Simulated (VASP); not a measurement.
Runs of VASP 6.6.1 on Ir. The structure is cubic, space group Fm-3m (No. 225). The conventional cell has a = 3.834 Å, b = 3.834 Å, c = 3.834 Å, α = 90.00°, β = 90.00°, γ = 90.00°. Ir (site symmetry m-3m) is surrounded by 12 Ir at 2.71 Å. 

```tsv
level	k mesh	cutoff (eV)	smearing	gap on the mesh (eV)	pressure (GPa)
PBEsol	18 × 18 × 18	900	gaussian 0.1 eV	none	-0.1
r2SCAN	18 × 18 × 18	520	gaussian 0.1 eV	none	(a)
PBEsol	18 × 18 × 18	520	gaussian 0.5 eV	none	1.0
PBEsol	18 × 18 × 18	700	gaussian 0.1 eV	none	0.0
PBEsol	28 × 28 × 28	520	gaussian 0.1 eV	none	-0.1
```

Alike in all rows: task single point; potentials or basis VASP PAW PBE potentials, release 64 (Ir); no spin polarisation; cell as given.

Q: Fill in the values left out.

A: (a) 5.7.

Caveats: the PAW data sets were made with another functional, which shifts forces and pressure a little.

A k mesh can miss the band edges, and the runs leave out spin-orbit coupling on Ir.

A gap of «none» marks a metal or a gap under the smearing width.
